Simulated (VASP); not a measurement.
Input:

```xyz
4
Lattice="1.6635 -2.8812 0.0000 1.6635 2.8812 0.0000 0.0000 0.0000 5.3673" Properties=species:S:1:pos:R:3 pbc="T T T"
Zn     1.6635    -0.9604     2.6893
Zn     1.6635     0.9604     0.0056
O      1.6635    -0.9604     4.7283
O      1.6635     0.9604     2.0447
```

Calculation: RPBE GGA, VASP's PBE PAW potentials (set 64) (plane waves; VASP). Numerical set-up: 520 eV cut-off, 9×9×5 Γ-centred mesh, tetrahedra with Blöchl corrections, potentials Zn O.

Problem. What does the run give for the energy per atom (σ→0), band gap (on the k-mesh) with the smallest direct gap where there is one?

Solution. 
| Property | Value |
|---|---|
| band gap (on the k-mesh) | 0.76 eV |
| smallest direct gap (on the k-mesh) | 0.76 eV |
| energy per atom (σ→0) | -4.094 eV/atom |

Only differences to runs with the same potentials and settings are physical.

The compound is ZnO in the wurtzite structure. It was relaxed first, which changed the volume by +8 %.
